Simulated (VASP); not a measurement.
Here is a VASP 6.6.1 calculation.

INCAR

```
SYSTEM = Fe
ALGO     = Normal         ! electronic algorithm
AMIX     = 0.2          
AMIX_MAG = 0.8          
BMIX     = 1E-4         
BMIX_MAG = 1E-4         
EDIFF    = 1E-7           ! SCF threshold, eV
EDIFFG   = -0.005         ! ionic threshold
ENCUT    = 600            ! plane-wave cutoff, eV
GGA      = PE             ! functional
IBRION   = 2              ! ionic algorithm
ISIF     = 3              ! what is computed and relaxed
ISMEAR   = 1              ! smearing method
ISPIN    = 2              ! spin polarisation
LASPH    = .TRUE.         ! aspherical terms in the spheres
LCHARG   = .FALSE.        ! write CHGCAR
LMAXMIX  = 4              ! l up to which the mixer works
LORBIT   = 11             ! projections on sites
LREAL    = .FALSE.        ! projectors in reciprocal space
LWAVE    = .FALSE.        ! write WAVECAR
MAGMOM   = 4              ! initial moments
NELM     = 150            ! most SCF steps
NSW      = 90             ! ionic steps
PREC     = Accurate       ! precision mode
SIGMA    = 0.1            ! smearing width, eV
```

Contents of KPOINTS:

```
k-points
0
G
  18 18 18
  0 0 0
```

File POSCAR:

```
Fe                                      
1.0
   -1.4149203463      1.4149203463      1.4149203463
    1.4149203463     -1.4149203463      1.4149203463
    1.4149203463      1.4149203463     -1.4149203463
  Fe            
     1
Direct
     0.0000000000000000    0.0000000000000000    0.0000000000000000
```

Potentials or basis: VASP PAW PBE potentials, release 64 (Fe).

The run is started by

```sh
$ cat potpaw_PBE.64/Fe/POTCAR > POTCAR
$ mpirun -np 1 vasp_std > vasp.out
```

**Question.** What does it give for the relaxed volume?

**Answer.** 11.32 Å³/atom.

**Question.** What does it give for the site moments?

**Answer.** Fe +2.17 μB.

**Question.** What does it give for the net moment?

**Answer.** 2.17 μB per cell.

Final structure:
```
CELL_PARAMETERS angstrom
-1.41463 1.41463 1.41463
1.41463 -1.41463 1.41463
1.41463 1.41463 -1.41463
ATOMIC_POSITIONS crystal
Fe 0.00000 0.00000 0.00000
```
